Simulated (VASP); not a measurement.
Output of a VASP run:

File OSZICAR:
```
       N       E                     dE             d eps       ncg     rms          rms(c)
DAV:   1    -0.926862017802E+01   -0.92686E+01   -0.21981E-01   566   0.486E+00    0.305E+00
DAV:   2    -0.927074321486E+01   -0.21230E-02   -0.22824E-02   501   0.124E+00    0.254E+00
DAV:   3    -0.926924486755E+01    0.14983E-02   -0.38209E-03   497   0.409E-01    0.171E+00
DAV:   4    -0.926921981054E+01    0.25057E-04   -0.10025E-03   500   0.212E-01    0.108E+00
DAV:   5    -0.926921804716E+01    0.17634E-05   -0.88020E-05   550   0.106E-01    0.654E-01
DAV:   6    -0.926920750482E+01    0.10542E-04   -0.15212E-05   614   0.488E-02    0.396E-01
DAV:   7    -0.926920519248E+01    0.23123E-05   -0.60007E-06   511   0.194E-02    0.241E-01
DAV:   8    -0.926920489651E+01    0.29597E-06   -0.15927E-06   386   0.101E-02
   1 F= -.92692049E+01 E0= -.92692049E+01  d E =-.185731E-15
       N       E                     dE             ncg
       N       E                     dE             ncg
       N       E                     dE             ncg
       N       E                     dE             ncg
       N       E                     dE             ncg
```

**OUTCAR**
```
------------------------ aborting loop because EDIFF is reached ----------------------------------------
  FORCE on cell =-STRESS in cart. coord.  units (eV):
  Direction    XX          YY          ZZ          XY          YZ          ZX
  --------------------------------------------------------------------------------------
  Total        0.2615248      0.2615248      0.2615248     -0.0000000      0.0000000     -0.0000000
  in kB        7.9269210      7.9269210      7.9269210     -0.0000000      0.0000000     -0.0000000
  external PRESSURE =       7.9269210 kB  Pullay stress =       0.0000000 kB
  volume of cell :       52.86
      direct lattice vectors                 reciprocal lattice vectors
     0.000000000  2.978719788  2.978719788    -0.167857347  0.167857347  0.167857347
     2.978719788  0.000000000  2.978719788     0.167857347 -0.167857347  0.167857347
     2.978719788  2.978719788  0.000000000     0.167857347  0.167857347 -0.167857347
  FREE ENERGIE OF THE ION-ELECTRON SYSTEM (eV)
  ---------------------------------------------------
  free  energy   TOTEN  =        -9.2692048965 eV

  energy  without entropy=       -9.2692048965  energy(sigma->0) =       -9.26920490

  exchange ACFDT corr.  =         0.00000000  see jH, gK, PRB 81, 115126
```
(Selected blocks of OUTCAR.)

File POSCAR:
```
InP
1
    0.0000000000     2.9787197880     2.9787197880
    2.9787197880     0.0000000000     2.9787197880
    2.9787197880     2.9787197880     0.0000000000
In P
1 1
Direct
  0.0000000000   0.0000000000   0.0000000000
  0.2500000000   0.2500000000   0.2500000000
```

**Question.** Write an INCAR and KPOINTS that could have produced this output.

**Answer.** This is not unique; one that fits is the input of the run itself, B3LYP hybrid, plane waves, VASP's PBE PAW potentials (set 64).

### INCAR
```
AEXX = 0.2
AGGAC = 0.81
AGGAX = 0.72
ALDAC = 0.19
ALGO = Normal
EDIFF = 1E-6
ENCUT = 520
GGA = B3
HFRCUT = -1
ISIF = 2
ISMEAR = 0
ISYM = 3
LASPH = .TRUE.
LCHARG = .FALSE.
LHFCALC = .TRUE.
LMAXMIX = 4
LREAL = .FALSE.
LWAVE = .FALSE.
NELM = 60
PREC = Accurate
PRECFOCK = Fast
SIGMA = 0.05
SYSTEM = InP
```

**KPOINTS**
```
Automatic mesh
0
Gamma
 6 6 6
```

KPOINTS_OPT:
```
k-points along high-symmetry lines
11
Line-mode
Reciprocal
  0.000000   0.000000   0.000000 ! GAMMA
 -0.500000  -0.500000   0.000000 ! X

 -0.500000  -0.500000   0.000000 ! X
 -0.375000  -0.375000   0.250000 ! U

 -0.375000  -0.000000   0.375000 ! K
  0.000000   0.000000   0.000000 ! GAMMA

  0.000000   0.000000   0.000000 ! GAMMA
 -0.000000  -0.000000   0.500000 ! L

 -0.000000  -0.000000   0.500000 ! L
 -0.500000  -0.250000   0.250000 ! W

 -0.500000  -0.250000   0.250000 ! W
 -0.500000  -0.500000   0.000000 ! X
```

POTCAR, in this order: In_d P (PBE.64 set). Program: vasp_std. Read from the step before: WAVECAR.

The compound is InP in the zinc blende structure. It was relaxed first. The cell's shape comes from a PBE relaxation.
